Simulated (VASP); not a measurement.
Input:

```
CELL_PARAMETERS angstrom
      0.00000     2.20055     2.20055
      2.20055     0.00000     2.20055
      2.20055     2.20055     0.00000
ATOMIC_POSITIONS crystal
  Al 0.00000 0.00000 0.00000
  N  0.25000 0.25000 0.25000
```

The numbers are results of PBE GGA, VASP's PBE PAW potentials (set 64) (plane waves; VASP), not measurements. Numerical set-up: 620 eV cut-off, 10×10×10 Γ-centred mesh, Gaussian smearing of 0.050 eV, potentials Al N.

What does the run give for the energy per atom (σ→0), band gap (on the k-mesh) with the smallest direct gap where there is one?

- band gap (on the k-mesh) = 3.31 eV
- smallest direct gap (on the k-mesh) = 4.00 eV
- energy per atom (σ→0) = -7425 meV/atom

The absolute energy has meaning only against runs of the same code, potentials and settings.

The compound is AlN in the zinc blende structure, a metastable form; wurtzite is the usual one. It was relaxed first.
